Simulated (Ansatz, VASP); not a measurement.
# SiO2: VASP beside Ansatz, part 2 of 2

Aim: how closely do two programs agree when they are given the same cell, functional and k mesh? The cell is taken from a series of runs on this material, whose earlier steps may have relaxed, scaled, displaced or heated it; both programs get it as it stands.

VASP 6.6.1 and Ansatz 0.2.0.

So far: Starting point; Ansatz: dielectric response, PBE.

### 3. VASP: dielectric response, PBE

Level of this step: PBE; plane waves and PAW (Si, O) (VASP).

The same cell, functional and mesh now go to VASP, with its own data sets.

Lines of VASP's logs that name or quote its potential files are left out, and so is its time.

The input, INCAR:

```
SYSTEM = SiO2
PREC = Accurate
ENCUT = 520
EDIFF = 1E-08
NELM = 120
ISMEAR = 0
SIGMA = 0.01
LREAL = .FALSE.
ALGO = Normal
GGA = PE
NBANDS = 33
LORBIT = 11
LWAVE = .FALSE.
LCHARG = .FALSE.
ISIF = 2
LEPSILON = .TRUE.
LASPH = .TRUE.
GGA_COMPAT = .FALSE.
EFERMI = MIDGAP
KPAR = 2
```

The input, POSCAR:

```
SiO2
1.0
    4.9163600000      0.0000000000      0.0000000000
   -2.4581800000      4.2576926541      0.0000000000
    0.0000000000      0.0000000000      5.4084000000
Si O
3 6
Direct
    0.4697300000      0.0000000000      0.6666666667
    0.0000000000      0.4697300000      0.3333333333
    0.5302700000      0.5302700000      0.0000000000
    0.4135400000      0.2675800000      0.7855800000
    0.7324200000      0.1459600000      0.4522466667
    0.8540400000      0.5864600000      0.1189133333
    0.2675800000      0.4135400000      0.2144200000
    0.1459600000      0.7324200000      0.5477533333
    0.5864600000      0.8540400000      0.8810866667
```

The input, KPOINTS:

```
Automatic mesh
0
Gamma
6 6 4
0 0 0
```

Potentials, in the order of the species: Si and O (PBE family, release 64).

Run with:

```console
> mpirun -np 2 vasp_std
```

Numbers of over 12 decimals in the logs are rounded to 6 here.

The log of the run:

```text
[banner, memory and clock lines left out]
running    2 mpi-ranks, on    1 nodes
 distrk:  each k-point on    1 cores,    2 groups
 distr:  one band on    1 cores,    1 groups

 POSCAR found type information on POSCAR SiO
 POSCAR found :  2 types and       9 ions
 LDA part: xc-table for (Slater+PW92), standard interpolation
 POSCAR, INCAR and KPOINTS ok, starting setup
 FFT: planning ... GRIDC
 FFT: planning ... GRID_SOFT
 FFT: planning ... GRID
 WAVECAR not read
 entering main loop
       N       E                     dE             d eps       ncg     rms          rms(c)
DAV:   1     0.279278798529E+03    0.27928E+03   -0.25203E+04  1584   0.134E+03
DAV:   2    -0.622101064984E+02   -0.34149E+03   -0.33096E+03  2057   0.312E+02
DAV:   3    -0.803846955104E+02   -0.18175E+02   -0.18098E+02  1990   0.756E+01
DAV:   4    -0.805882345074E+02   -0.20354E+00   -0.20329E+00  1952   0.896E+00
DAV:   5    -0.805913946454E+02   -0.31601E-02   -0.31589E-02  1992   0.110E+00    0.257E+01
DAV:   6    -0.710055784133E+02    0.95858E+01   -0.36104E+01  1858   0.324E+01    0.122E+01
DAV:   7    -0.710195435730E+02   -0.13965E-01   -0.10405E+00  1992   0.502E+00    0.445E+00
DAV:   8    -0.710203128363E+02   -0.76926E-03   -0.51834E-02  1895   0.170E+00    0.167E+00
DAV:   9    -0.710322718740E+02   -0.11959E-01   -0.26085E-02  1872   0.114E+00    0.332E-01
DAV:  10    -0.710338653256E+02   -0.15935E-02   -0.30363E-03  1975   0.301E-01    0.944E-02
DAV:  11    -0.710338481537E+02    0.17172E-04   -0.72997E-04  1976   0.162E-01    0.159E-02
DAV:  12    -0.710338571881E+02   -0.90344E-05   -0.22226E-05  1974   0.280E-02    0.125E-02
DAV:  13    -0.710338595170E+02   -0.23289E-05   -0.81892E-06  1968   0.159E-02    0.426E-03
DAV:  14    -0.710338600542E+02   -0.53720E-06   -0.61926E-07  1951   0.434E-03    0.104E-03
DAV:  15    -0.710338600738E+02   -0.19602E-07   -0.29998E-08  1704   0.974E-04    0.669E-04
DAV:  16    -0.710338600584E+02    0.15400E-07   -0.58925E-09  1414   0.477E-04    0.209E-04
DAV:  17    -0.710338600583E+02    0.95497E-10   -0.21849E-09  1360   0.268E-04
   1 F= -.71033860E+02 E0= -.71033860E+02  d E =0.000000E+00
 Linear response reoptimize wavefunctions to high precision
DAV:   1    -0.710338600567E+02    0.15152E-08   -0.20294E-10  1342   0.860E-05
DAV:   2    -0.710338600568E+02   -0.41837E-10   -0.13255E-11  1205   0.275E-05
 Linear response G [H, r] |phi>, progress :
  Direction:   1
       N       E                     dE             d eps       ncg     rms
RMM:   1    -0.182332934941E+03   -0.18233E+03    0.18995E+02  3553   0.972E+01
RMM:   2    -0.172708657619E+03    0.96243E+01   -0.10022E+01  2751   0.180E+01
RMM:   3    -0.172790088301E+03   -0.81431E-01   -0.16155E-01  2866   0.209E+00
RMM:   4    -0.172793095879E+03   -0.30076E-02   -0.31065E-03  2987   0.333E-01
RMM:   5    -0.172793283054E+03   -0.18717E-03   -0.58412E-05  3006   0.631E-02
RMM:   6    -0.172793293629E+03   -0.10576E-04    0.22726E-05  3019   0.223E-02
RMM:   7    -0.172793296361E+03   -0.27313E-05    0.11332E-06  3022   0.172E-02
RMM:   8    -0.172793294687E+03    0.16735E-05    0.17797E-05  3013   0.166E-02
RMM:   9    -0.172793294465E+03    0.22187E-06    0.17255E-05  2991   0.165E-02
RMM:  10    -0.172793294963E+03   -0.49762E-06   -0.10293E-05  2971   0.165E-02
 Linear response G [H, r] |phi>, progress :
  Direction:   2
       N       E                     dE             d eps       ncg     rms
RMM:   1    -0.181473021178E+03   -0.18147E+03    0.19306E+02  3544   0.971E+01
RMM:   2    -0.172724906391E+03    0.87481E+01   -0.98737E+00  2750   0.179E+01
RMM:   3    -0.172807374116E+03   -0.82468E-01   -0.15943E-01  2860   0.207E+00
RMM:   4    -0.172810286078E+03   -0.29120E-02   -0.31322E-03  2999   0.336E-01
RMM:   5    -0.172810489242E+03   -0.20316E-03   -0.12239E-04  3016   0.625E-02
RMM:   6    -0.172810501294E+03   -0.12052E-04   -0.61269E-05  3019   0.218E-02
RMM:   7    -0.172810504425E+03   -0.31312E-05   -0.87179E-05  3020   0.167E-02
RMM:   8    -0.172810503950E+03    0.47488E-06   -0.82728E-05  3013   0.161E-02
RMM:   9    -0.172810504001E+03   -0.50814E-07   -0.87764E-05  2995   0.161E-02
RMM:  10    -0.172810502929E+03    0.10726E-05   -0.11568E-04  2979   0.160E-02
 Linear response G [H, r] |phi>, progress :
  Direction:   3
       N       E                     dE             d eps       ncg     rms
RMM:   1    -0.181427542564E+03   -0.18143E+03    0.19282E+02  3547   0.969E+01
RMM:   2    -0.172673446827E+03    0.87541E+01   -0.10002E+01  2730   0.180E+01
RMM:   3    -0.172756545459E+03   -0.83099E-01   -0.17387E-01  2862   0.209E+00
RMM:   4    -0.172759153765E+03   -0.26083E-02   -0.64264E-03  2979   0.338E-01
RMM:   5    -0.172759120733E+03    0.33032E-04   -0.86355E-04  3002   0.640E-02
RMM:   6    -0.172759090811E+03    0.29922E-04   -0.36565E-04  3015   0.232E-02
RMM:   7    -0.172759088002E+03    0.28090E-05   -0.33089E-04  3017   0.181E-02
RMM:   8    -0.172759086252E+03    0.17503E-05   -0.31169E-04  2998   0.175E-02
RMM:   9    -0.172759086427E+03   -0.17479E-06   -0.30215E-04  2977   0.174E-02
RMM:  10    -0.172759087562E+03   -0.11350E-05   -0.21927E-04  2973   0.174E-02
 Linear response to external field (no local field effect), progress :
  Direction:   1
       N       E                     dE             d eps       ncg     rms          rms(c)
[...]
RMM:   5    -0.484142531572E+00   -0.10944E-06   -0.48618E-07  2970   0.208E-03
RMM:   6    -0.484142539127E+00   -0.75543E-08   -0.30176E-07  2852   0.102E-03
RMM:   7    -0.484142539551E+00   -0.42404E-09   -0.29677E-07  2681   0.881E-04
RMM:   8    -0.484142539681E+00   -0.13038E-09   -0.29796E-07  2610   0.866E-04
RMM:   9    -0.484142539698E+00   -0.16733E-10   -0.29634E-07  2589   0.864E-04
RMM:  10    -0.484142539677E+00    0.20411E-10   -0.28118E-07  2593   0.863E-04
 change of polarisation eV/A/(eV/A) component  2 :    -0.024     0.968    -0.007
 dielectric tensor                  component  2 :    -0.039     2.548    -0.012
 Linear response to external field (no local field effect), progress :
  Direction:   3
       N       E                     dE             d eps       ncg     rms          rms(c)
RMM:   1    -0.485668860402E+00   -0.48567E+00   -0.12436E+00  2881   0.289E+00
RMM:   2    -0.488015967258E+00   -0.23471E-02   -0.10443E-02  2780   0.476E-01
RMM:   3    -0.488121166615E+00   -0.10520E-03   -0.17005E-04  2881   0.537E-02
RMM:   4    -0.488124852045E+00   -0.36854E-05   -0.53458E-06  2954   0.865E-03
RMM:   5    -0.488124961674E+00   -0.10963E-06   -0.56698E-07  2956   0.210E-03
RMM:   6    -0.488124969427E+00   -0.77526E-08   -0.36685E-07  2833   0.107E-03
RMM:   7    -0.488124969767E+00   -0.34077E-09   -0.35996E-07  2644   0.943E-04
RMM:   8    -0.488124969907E+00   -0.13946E-09   -0.36166E-07  2584   0.929E-04
RMM:   9    -0.488124969928E+00   -0.20705E-10   -0.36226E-07  2566   0.927E-04
RMM:  10    -0.488124969902E+00    0.25926E-10   -0.36552E-07  2569   0.927E-04
 change of polarisation eV/A/(eV/A) component  3 :    -0.002    -0.007     0.976
 dielectric tensor                  component  3 :    -0.003    -0.012     2.560
 Linear response to external field, progress :
  Direction:   1
       N       E                     dE             d eps       ncg     rms          rms(c)
RMM:   1    -0.481881344537E+00   -0.48188E+00   -0.12211E+00  5661   0.288E+00
RMM:   2    -0.484197395206E+00   -0.23161E-02   -0.10376E-02  5496   0.477E-01    0.126E+00
RMM:   3    -0.464385317449E+00    0.19812E-01   -0.41847E-02  5739   0.964E-01    0.702E-01
RMM:   4    -0.475494852901E+00   -0.11110E-01   -0.89393E-03  5784   0.480E-01    0.285E-01
RMM:   5    -0.493345158135E+00   -0.17850E-01   -0.35890E-03  5757   0.295E-01    0.596E-02
RMM:   6    -0.496346294978E+00   -0.30011E-02   -0.17092E-04  5606   0.734E-02    0.136E-02
RMM:   7    -0.496682048888E+00   -0.33575E-03   -0.15547E-06  5814   0.177E-02    0.623E-03
RMM:   8    -0.496930430151E+00   -0.24838E-03    0.73831E-06  5637   0.762E-03    0.145E-03
RMM:   9    -0.496970749444E+00   -0.40319E-04    0.87660E-06  5872   0.248E-03    0.396E-04
RMM:  10    -0.496968962325E+00    0.17871E-05    0.68714E-06  5885   0.121E-03    0.857E-05
RMM:  11    -0.496968934902E+00    0.27424E-07    0.72211E-06  5703   0.854E-04    0.457E-05
RMM:  12    -0.496968810975E+00    0.12393E-06    0.83602E-06  5543   0.833E-04    0.301E-05
RMM:  13    -0.496968863553E+00   -0.52579E-07    0.89347E-06  5333   0.815E-04    0.104E-05
RMM:  14    -0.496968864368E+00   -0.81471E-09    0.73863E-06  5302   0.807E-04    0.592E-06
 change of polarisation eV/A/(eV/A) component  1 :     0.903    -0.013     0.002
 dielectric tensor                  component  1 :     2.443    -0.020     0.003
 Linear response to external field, progress :
  Direction:   2
       N       E                     dE             d eps       ncg     rms          rms(c)
RMM:   1    -0.481931264678E+00   -0.48193E+00   -0.12216E+00  9158   0.288E+00
RMM:   2    -0.484196020742E+00   -0.22648E-02   -0.10408E-02  8910   0.477E-01    0.126E+00
RMM:   3    -0.464482451500E+00    0.19714E-01   -0.42746E-02  9293   0.963E-01    0.702E-01
RMM:   4    -0.475453905288E+00   -0.10971E-01   -0.85079E-03  9371   0.480E-01    0.285E-01
RMM:   5    -0.493312808080E+00   -0.17859E-01   -0.32640E-03  9337   0.295E-01    0.596E-02
RMM:   6    -0.496350114727E+00   -0.30373E-02   -0.20717E-04  9091   0.735E-02    0.136E-02
RMM:   7    -0.496682871874E+00   -0.33276E-03   -0.18766E-05  9397   0.177E-02    0.622E-03
RMM:   8    -0.496931308558E+00   -0.24844E-03    0.14815E-06  9123   0.760E-03    0.144E-03
RMM:   9    -0.496971147615E+00   -0.39839E-04    0.36175E-06  9505   0.247E-03    0.393E-04
RMM:  10    -0.496969104332E+00    0.20433E-05    0.53689E-06  9554   0.121E-03    0.853E-05
RMM:  11    -0.496969341559E+00   -0.23723E-06    0.56508E-06  9239   0.851E-04    0.460E-05
RMM:  12    -0.496969110015E+00    0.23154E-06    0.86930E-06  9000   0.834E-04    0.314E-05
RMM:  13    -0.496969191263E+00   -0.81247E-07    0.25491E-06  8695   0.815E-04    0.109E-05
RMM:  14    -0.496969141613E+00    0.49649E-07    0.20570E-06  8533   0.807E-04    0.582E-06
 change of polarisation eV/A/(eV/A) component  2 :    -0.000     0.903    -0.000
 dielectric tensor                  component  2 :    -0.000     2.443    -0.000
 Linear response to external field, progress :
  Direction:   3
       N       E                     dE             d eps       ncg     rms          rms(c)
RMM:   1    -0.485668875050E+00   -0.48567E+00   -0.12436E+00  3604   0.289E+00
RMM:   2    -0.488015854146E+00   -0.23470E-02   -0.10441E-02  3482   0.476E-01    0.123E+00
RMM:   3    -0.473425850042E+00    0.14590E-01   -0.30224E-02  3628   0.816E-01    0.705E-01
RMM:   4    -0.488036483000E+00   -0.14611E-01   -0.10103E-02  3637   0.506E-01    0.237E-01
RMM:   5    -0.503502435557E+00   -0.15466E-01   -0.22556E-03  3672   0.232E-01    0.570E-02
RMM:   6    -0.506467118038E+00   -0.29647E-02   -0.21338E-04  3543   0.683E-02    0.102E-02
RMM:   7    -0.506803794697E+00   -0.33668E-03   -0.51058E-05  3709   0.146E-02    0.555E-03
RMM:   8    -0.507048211968E+00   -0.24442E-03   -0.96611E-06  3506   0.669E-03    0.126E-03
RMM:   9    -0.507062405291E+00   -0.14193E-04    0.15462E-06  3739   0.233E-03    0.363E-04
RMM:  10    -0.507064797173E+00   -0.23919E-05   -0.52541E-06  3714   0.119E-03    0.972E-05
RMM:  11    -0.507063678995E+00    0.11182E-05   -0.58727E-06  3538   0.900E-04    0.346E-05
RMM:  12    -0.507063745881E+00   -0.66885E-07   -0.52779E-06  3468   0.871E-04    0.148E-05
RMM:  13    -0.507063724181E+00    0.21700E-07   -0.57409E-06  3260   0.864E-04    0.314E-06
 change of polarisation eV/A/(eV/A) component  3 :    -0.002    -0.006     0.922
 dielectric tensor                  component  3 :    -0.003    -0.010     2.474
 Born effective charges drift removed
```

From OUTCAR (step 3):

```text
ion  position               nearest neighbor table
   1  0.470  0.000  0.667-   4 1.61   8 1.61   9 1.61   5 1.61   3 3.06   3 3.06   2 3.06   2 3.06

  LATTYP: Found a hexagonal cell.
 ALAT       =     4.9163600000
 C/A-ratio  =     1.1000821746

 Subroutine GETGRP returns: Found  6 space group operations
 (whereof  2 operations were pure point group operations)

The static configuration has the point symmetry C_2 .
 The point group associated with its full space group is D_3 .

 Found     24 irreducible k-points:

   k-points           NKPTS =     24   k-points in BZ     NKDIM =     24   number of bands    NBANDS=     33

   dimension x,y,z NGX =    40 NGY =   40 NGZ =   40
   dimension x,y,z NGXF=    80 NGYF=   80 NGZF=   80

   ENCUT  =  520.0 eV  38.22 Ry    6.18 a.u.   9.14  9.14 10.06*2*pi/ulx,y,z

   NELECT =      48.0000    total number of electrons

 k-points in reciprocal lattice and weights: Automatic mesh
   0.00000000  0.00000000  0.00000000       0.007
   0.16666667  0.00000000  0.00000000       0.042
   0.33333333  0.00000000  0.00000000       0.042
   0.50000000  0.00000000  0.00000000       0.021
   0.16666667  0.16666667  0.00000000       0.042
   0.33333333  0.16666667  0.00000000       0.083
   0.33333333  0.33333333  0.00000000       0.014
   0.00000000  0.00000000  0.25000000       0.014
   0.16666667  0.00000000  0.25000000       0.042
[...]
0.33333333  0.16666667  0.50000000       0.083
   0.33333333  0.33333333  0.50000000       0.014

 average (electrostatic) potential at core
       1 -86.4171       2 -86.4171       3 -86.4171       4 -72.3907       5 -72.3907
       6 -72.3907       7 -72.3907       8 -72.3907       9 -72.3907

  Total        5.0090029      5.0090029      5.0002578      0.0000000     -0.0000000      0.0000000
  in kB       70.8883838     70.8883838     70.7646223      0.0000000     -0.0000000      0.0000000
  external PRESSURE =      70.8471300 kB  Pullay stress =       0.0000000 kB

  energy-cutoff  :      520.00
  volume of cell :      113.21
      direct lattice vectors                 reciprocal lattice vectors
     4.916360000  0.000000000  0.000000000     0.203402517  0.117434498  0.000000000
    -2.458180000  4.257692654  0.000000000     0.000000000  0.234868996  0.000000000
     0.000000000  0.000000000  5.408400000     0.000000000  0.000000000  0.184897567

 POSITION                                       TOTAL-FORCE (eV/Angst)
 -----------------------------------------------------------------------------------
      2.30936      0.00000      3.60560         0.038659      0.000000     -0.000000
     -1.15468      1.99997      1.80280        -0.019330      0.033480      0.000000
      1.30350      2.25773      0.00000        -0.019330     -0.033480      0.000000
      1.37535      1.13927      4.24873        -0.324840      0.024779     -0.142820
      3.24204      0.62145      2.44593         0.140960     -0.293709     -0.142820
      2.75714      2.49697      0.64313         0.183879      0.268930     -0.142820
      0.29896      1.76073      1.15967         0.183879     -0.268930      0.142820
     -1.08283      3.11842      2.96247        -0.324840     -0.024779      0.142820
      0.78386      3.63624      4.76527         0.140960      0.293709      0.142820
 -----------------------------------------------------------------------------------
    total drift:                                0.000000      0.000001      0.000000

 MACROSCOPIC STATIC DIELECTRIC TENSOR (including local field effects in DFT)
 ------------------------------------------------------
           2.442998     0.000000     0.000000
           0.000000     2.442998     0.000000
          -0.000000     0.000000     2.473945
 ------------------------------------------------------

 PIEZOELECTRIC TENSOR (including local field effects)  for field in x, y, z        (C/m^2)
          XX          YY          ZZ          XY          YZ          ZX
  --------------------------------------------------------------------------------
  x    -0.14595     0.14595     0.00000     0.00000    -0.06867     0.00000
  y     0.00000     0.00000    -0.00000     0.14595    -0.00000     0.06867
  z     0.00000     0.00000     0.00000     0.00000     0.00000     0.00000

 BORN EFFECTIVE CHARGES (including local field effects) (in |e|, cummulative output)
 ---------------------------------------------------------------------------------
 ion    1
    1     2.97784     0.00000     0.00000
    2     0.00000     3.63899    -0.29339
    3    -0.00000     0.25337     3.42465
 ion    2
    1     3.47370     0.28629     0.25408
    2     0.28629     3.14313     0.14669
    3    -0.21942    -0.12668     3.42465
 ion    3
    1     3.47370    -0.28629    -0.25408
    2    -0.28629     3.14313     0.14669
    3     0.21942    -0.12668     3.42465
 ion    4
    1    -1.31394     0.50700     0.33214
    2     0.45587    -1.99447    -0.69780
    3     0.27421    -0.73719    -1.71232
 ion    5
    1    -1.40740    -0.50983     0.43824
    2    -0.56097    -1.90101     0.63654
    3     0.50133     0.60607    -1.71232
 ion    6
    1    -2.24128     0.07953    -0.77038
    2     0.02839    -1.06714     0.06126
    3    -0.77553     0.13113    -1.71232
 ion    7
    1    -2.24128    -0.07953     0.77038
    2    -0.02839    -1.06714     0.06126
    3     0.77553     0.13113    -1.71232
 ion    8
    1    -1.31394    -0.50700    -0.33214
    2    -0.45587    -1.99447    -0.69780
    3    -0.27421    -0.73719    -1.71232
 ion    9
    1    -1.40740     0.50983    -0.43824
    2     0.56097    -1.90101     0.63654
    3    -0.50133     0.60607    -1.71232
```

### 4. Side by side

Known differences besides the potentials themselves: fixed occupations in Ansatz, narrow Gaussian smearing in VASP; the cutoff is 420 eV in Ansatz and 520 eV in VASP. Total energies have different zeros and are not compared.

The two programs side by side:

| quantity | Ansatz | VASP | difference |
| --- | --- | --- | --- |
| ε∞ xx | 2.45 | 2.44 | +0.45 % |
| ε∞ yy | 2.45 | 2.44 | +0.45 % |
| ε∞ zz | 2.49 | 2.47 | +0.47 % |
| Born charge of Si1 (mean of the diagonal) (e) | 3.37 | 3.35 | +0.03 |
| Born charge of O4 (mean of the diagonal) (e) | -1.69 | -1.67 | -0.01 |

### 5. Outcome

```json
{
  "difference in ε∞ zz (dielectric response, PBE)": "0.47 %"
}
```

What this shows: The difference in ε∞ zz is 0.47 % (dielectric response, PBE), within the 5 % picked in this series as the mark of a large difference. How closely two codes agree says nothing of how well the functional describes the real material.

[Lines on the potential files, build, host, timing and source positions are cut from VASP's logs without a mark.]

[Logs are printed without paths, hosts, clocks, repeated set-up lines and the standing remarks that a program may print on its own settings, such as how far it seeks lower states.]

[Hosts, paths, dates, database ids (printed as entryN), source tags and the programs' standing remarks are cut or masked in the printed files.]
